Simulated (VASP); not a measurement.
Consider the following.

```yaml
crystal:
  lattice:
    - [0.00000, 3.71230, 3.80168]
    - [1.68466, 0.00000, 3.80168]
    - [1.68466, 3.71230, 0.00000]
  atoms:
    - { symbol: H, position: [0.00000, 0.00000, 0.00000] }
    - { symbol: Br, position: [0.50000, 0.50000, 0.50000] }
```

Computed with HSE06 screened hybrid, VASP's PBE PAW potentials (set 64) (plane waves; VASP). Numerical set-up: 400 eV cut-off, 8×8×8 Γ-centred mesh, Gaussian smearing of 0.050 eV, potentials H Br.

Question: Estimate the energy per atom (σ→0), band gap (over the mesh, the named points and PBE's band edges) with the smallest direct gap where there is one.

Answer: 
The band gap (over the mesh, the named points and PBE's band edges) is 2.26 eV. The smallest direct gap (over the mesh, the named points and PBE's band edges) comes out as 2.57 eV and the energy per atom (σ→0) comes out as -3.022 eV/atom.

Total energies compare only between runs with the same potentials, cut-off and functional.

The structure comes from a measured HBr entry (Fmmm) of the Crystallography Open Database, whose conditions weren't checked. It was relaxed first.
